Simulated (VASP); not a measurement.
Input of a VASP 6.6.1 run:

The input INCAR:

```
  ALGO = Normal
  EDIFF = 1E-6
  ENCUT = 520
  GGA = PE
  ISIF = 2
  ISMEAR = -1
  IVDW = 12
  LASPH = True
  LCHARG = True
  LELF = True
  LREAL = Auto
  LVHAR = True
  LWAVE = False
  NBANDS = 66
  NELM = 100
  PREC = Accurate
  SIGMA = 0.02
```

File KPOINTS:

```
k-points
0
Gamma
  1 1 1
```

POSCAR

```
H4CO
1.0
    7.3803230000      0.0000000000      0.0000000000
    0.0000000000      7.3803230000      0.0000000000
    0.0000000000      0.0000000000      7.3803230000
C O H
6 6 24
Direct
    0.6235634944      0.4543161593      0.2670343832
    0.7170417880      0.4636111455      0.7597228468
    0.2435936747      0.6087809436      0.5302342458
    0.3421259476      0.0715551338      0.6315306254
    0.2156409686      0.2783888998      0.0798339043
    0.8192188878      0.9163420083      0.4470671541
    0.7558070290      0.3226823541      0.2065356760
    0.7544249757      0.2770610446      0.7767410722
    0.1322841832      0.4565382843      0.5547995664
    0.2205730020     -0.0020188818      0.7589369734
    0.3250128755      0.1080711508      0.0864596306
    0.8515345467      1.1030547037      0.4745320767
    0.7038851823      0.5731591964      0.3186581400
    0.7840713747      0.3224520119      0.0830044972
    0.5345430004      0.4994361358      0.1520123171
    0.5424423836      0.3956059918      0.3734660394
    0.5834839478      0.4982844247      0.7102399177
    0.8128506029      0.2219550554      0.6789404746
    0.7035057951      0.5187577834      0.8920883273
    0.8297739814      0.5356947115      0.6999287159
    0.2433226838      0.6526814612      0.3846173128
    0.0267061482      0.4379347625      0.4700607277
    0.2158306622      0.7347374905      0.6216394594
    0.3832894577      0.5537969002      0.5395427815
    0.3180890592      0.2169417246      0.6067078636
    0.2654761858      0.0158258656      0.8843650881
    0.4857104493      0.0439005176      0.6677485525
    0.2977105474      0.0100537605      0.4986638119
    0.1449801045      0.2724948488     -0.0532361524
    0.3531823743      0.0576939519      0.2059530457
    0.1091144656      0.2886323539      0.1874443707
    0.3032387607      0.4009851601      0.0943590138
    0.7930411718      0.8322535477      0.5630918864
    0.8016451312      1.1537164430      0.3671384030
    0.6821517161      0.9142418293      0.3677074838
    0.9190790159      0.8670487728      0.3605397758
```

Potentials or basis: VASP PAW PBE potentials, release 64 (C, O, H).

Launch:

```sh
$ cat potpaw_PBE.64/C/POTCAR potpaw_PBE.64/O/POTCAR potpaw_PBE.64/H/POTCAR > POTCAR
$ mpirun -np 1 vasp_gam > vasp.out
```

**Question.** What does it give for the pressure?

**Answer.** 0.3 GPa.

**Question.** What does it give for the dispersion energy per atom?

**Answer.** -0.035 eV.

**Question.** Estimate the band gap on the k mesh.

**Answer.** 4.11 eV, direct.

**Question.** What does it give for the largest force?

**Answer.** 3.750 eV/Å.

Stress tensor (GPa, compression positive):
```
-1.12  0.36 -1.65
 0.36 -0.20 -0.33
-1.65 -0.33  2.12
```
